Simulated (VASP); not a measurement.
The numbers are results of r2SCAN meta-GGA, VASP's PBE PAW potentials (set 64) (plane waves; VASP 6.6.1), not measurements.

VASP input:

KPOINTS:
```
K-points
0
gamma
11 11 9
```

**POSCAR**
```
HfB2
1.0
  1.5340418443  -2.6570386410   0.0000000000
  1.5340418443   2.6570386410   0.0000000000
  0.0000000000   0.0000000000   3.4110391599
Hf B
1 2
Cartesian
  0.0000000000   0.0000000000   0.0000000000
  1.5340418443   0.8856813184   1.7055195800
  1.5340418443  -0.8856813184   1.7055195800
```

INCAR:
```
SYSTEM = HfB2
PREC = Accurate; ENCUT = 520; LREAL = .FALSE.
LASPH = .TRUE.
EDIFF = 1E-7; NELM = 100; ALGO = Normal
LMAXMIX = 6; LMIXTAU = .TRUE.
ISMEAR = 1; SIGMA = 0.1
METAGGA = R2SCAN
IBRION = 2; NSW = 30; ISIF = 4
EDIFFG = -0.01
LWAVE = .FALSE.; LCHARG = .FALSE.
```

POTCAR, in this order: Hf_pv B (PBE.64 set). Program: vasp_std.

Task: What will the output report for the number of irreducible k-points (NKPTS), largest plane-wave count, number of space-group operations, FFT grid (NGX, NGY, NGZ)?

Result: 
```yaml
number of irreducible k-points (NKPTS): 80
largest_plane_wave_count: 763
number_of_space_group_operations: 24
FFT grid (NGX, NGY, NGZ): 24 × 24 × 28
```

The compound is HfB2 in the AlB2 type structure. This cell is one point of a volume scan, at 0.94 of the reference volume. Symmetry was kept, so distortions that lower it aren't found.
